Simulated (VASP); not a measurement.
Here is the system:

```
WS2
1.0
    1.58648    -2.74786     0.00000
    1.58648     2.74786     0.00000
    0.00000     0.00000    12.47445
W S
2 4
Direct
  0.33333   0.66667   0.25000
  0.66667   0.33333   0.75000
  0.33333   0.66667   0.87532
  0.66667   0.33333   0.37532
  0.66667   0.33333   0.12468
  0.33333   0.66667   0.62468
```

The numbers are results of r2SCAN+rVV10, VASP's PBE PAW potentials (set 64) (plane waves; VASP), not measurements. Numerical set-up: 520 eV cut-off, 9×9×2 Γ-centred mesh, tetrahedra with Blöchl corrections, potentials W_sv S.

The path is coarsely sampled, so an indirect gap can come out somewhat too large. Unless said otherwise, spin-orbit coupling is left out, though it shifts the bands of the heavy elements here.

### Question
Predict the energy per atom (σ→0), band gap (over mesh and band path) with the smallest direct gap where there is one.

### Answer

```
Item                                                     Value
---------------------------------------------  ---------------
band gap (over mesh and band path)                     1.21 eV
smallest direct gap (over mesh and band path)          1.89 eV
energy per atom (σ→0)                          -23.198 eV/atom
```

Total energies compare only between runs with the same potentials, cut-off and functional.

The compound is WS2 in the 2H layered structure. It was relaxed first.
